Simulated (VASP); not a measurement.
Consider the following.

```
Cr3Mo
1.0
    1.45826    -2.07774     0.00000
    1.45826     2.07774     0.00000
    0.00000     0.00000     8.08759
Cr Mo
3 1
Cartesian
  1.45826   0.00000   5.94009
  1.45826   0.00000   2.14749
  0.00000   0.00000   4.04379
  0.00000   0.00000   8.08759
```

Method: PBEsol GGA, VASP's PBE PAW potentials (set 64) (plane waves; VASP). Run with 400 eV cut-off, 14×14×5 Γ-centred mesh, tetrahedra with Blöchl corrections, potentials Cr_pv Mo_sv.

Question: What does the run give for the energy per atom (σ→0), band gap (on the k-mesh) with the smallest direct gap where there is one?

Answer: 
```yaml
band gap (on the k-mesh): none (metal, semimetal or under 0.01 eV)
energy per atom (σ→0): -10.531 eV/atom
```

The absolute energy has meaning only against runs of the same code, potentials and settings.

The structure comes from a computed database's Cr3Mo entry (Cmmm); how it stands against other phases isn't given here. It was relaxed first. The run is not spin-polarised, so no magnetic state was tried.
